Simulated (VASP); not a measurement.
A run of VASP 6.6.1:

File INCAR:

```
ALGO = Normal
EDIFF = 1E-6
ENCUT = 520
GGA = PE
ISIF = 2
ISMEAR = -1
LASPH = T
LCHARG = F
LREAL = F
LWAVE = F
NBANDS = 40
NELM = 80
PREC = Accurate
SIGMA = 0.1
```

Contents of KPOINTS:

```
k-points
0
Gamma
  4 4 4
```

POSCAR

```
SbTe4Pt3
1.0
    0.0000000000      6.0504790000      0.0000000000
    6.0504790000      0.0000000000      0.0000000000
    3.0252400000      3.0252400000     -6.0281410000
Pt Sb Te
3 1 4
Direct
    0.5000000000      0.5000000000      0.0000000000
    0.7500000000      0.2500000000      0.5000000000
    0.2500000000      0.7500000000      0.5000000000
    0.0000000000      0.0000000000      0.0000000000
    0.6108100000      0.6108100000      0.2625800000
    0.3891900000      0.8733900000      0.7374200000
    0.1266100000      0.1266100000      0.2625800000
    0.8733900000      0.3891900000      0.7374200000
```

Potentials or basis: VASP PAW PBE potentials, release 64 (Pt, Sb, Te).

Run with:

```console
$ cat potpaw_PBE.64/Pt/POTCAR potpaw_PBE.64/Sb/POTCAR potpaw_PBE.64/Te/POTCAR > POTCAR
$ mpirun -np 1 vasp_std > vasp.out
```

Hardware: 1 thread of Intel(R) Xeon(R) Platinum 8488C (Sapphire Rapids), with other jobs on the host.

**Question.** How long does it take, and how much memory?

**Answer.** It took 100 s on 1 thread of Intel(R) Xeon(R) Platinum 8488C (Sapphire Rapids) (shared host), peak memory 0.39 GiB. Counts: scf iterations 16, k points 13.
